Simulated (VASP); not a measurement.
```yaml
crystal:
  lattice:
    - [2.13118, -3.69132, 0.00000]
    - [2.13118, 3.69132, 0.00000]
    - [0.00000, 0.00000, 6.95162]
  atoms:
    - { symbol: Cd, position: [0.66667, 0.33333, 0.50001] }
    - { symbol: Cd, position: [0.33333, 0.66667, 0.00001] }
    - { symbol: Se, position: [0.66667, 0.33333, 0.87599] }
    - { symbol: Se, position: [0.33333, 0.66667, 0.37599] }
```

The numbers are results of LDA (Ceperley-Alder, Perdew-Zunger), VASP's LDA PAW potentials (set 64) (plane waves; VASP 6.6.1), not measurements. Run with 520 eV cut-off, 8×8×5 Γ-centred mesh, tetrahedra with Blöchl corrections, potentials Cd Se.

The job: CdSe (wurtzite), 4 atoms, LDA, static run, 520 eV, 8×8×5 Γ-centred mesh. Roughly how much core time does it take on a busy server core?

About 40 core-seconds (one run on a shared machine, a rough figure). It had 30 irreducible k-points, 22 bands, up to 2970 plane waves and 14 electronic steps.

The compound is CdSe in the wurtzite structure. It was relaxed first.
